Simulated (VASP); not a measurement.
A convergence study with VASP on BaHfO$_{3}$ (cubic perovskite): one setting is varied, all else stays as given below, so the limit is that of these other settings.

```
BaHfO3
1.0
    4.17000     0.00000     0.00000
    0.00000     4.17000     0.00000
    0.00000     0.00000     4.17000
Ba Hf O
1 1 3
Direct
  0.00000   0.00000   0.00000
  0.50000   0.50000   0.50000
  0.50000   0.00000   0.50000
  0.00000   0.50000   0.50000
  0.50000   0.50000   0.00000
```

All values below come from PBE GGA, VASP's PBE PAW potentials (set 64) (plane waves; VASP). The tightest run used: 700 eV cut-off, 14×14×14 Γ-centred mesh, Gaussian smearing of 0.050 eV, potentials Ba_sv Hf_pv O.

```json
[
 {"setting": "1×1×1 mesh", "E (eV/atom)": "-5.1938", "pressure (GPa)": "44.14", "irreducible k-points": "1"},
 {"setting": "2×2×2 mesh", "E (eV/atom)": "-8.5787", "pressure (GPa)": "5.48", "irreducible k-points": "4"},
 {"setting": "3×3×3 mesh", "E (eV/atom)": "-8.6973", "pressure (GPa)": "3.75", "irreducible k-points": "4"}
]
```

Q: These are the cheaper rows. Estimate the results at 14×14×14 mesh, and how far the last row shown lies from them.

A: 
```csv
quantity,tightest run,last row shown is off by
E (eV/atom),-8.7114,0.0141
pressure (GPa),3.54,0.21
```

Left out are rungs that failed or repeat a setting and relaxations that didn't move; long series are thinned to 24 rows.

The compound is BaHfO3 in the cubic perovskite structure. The cell was not relaxed at this level.
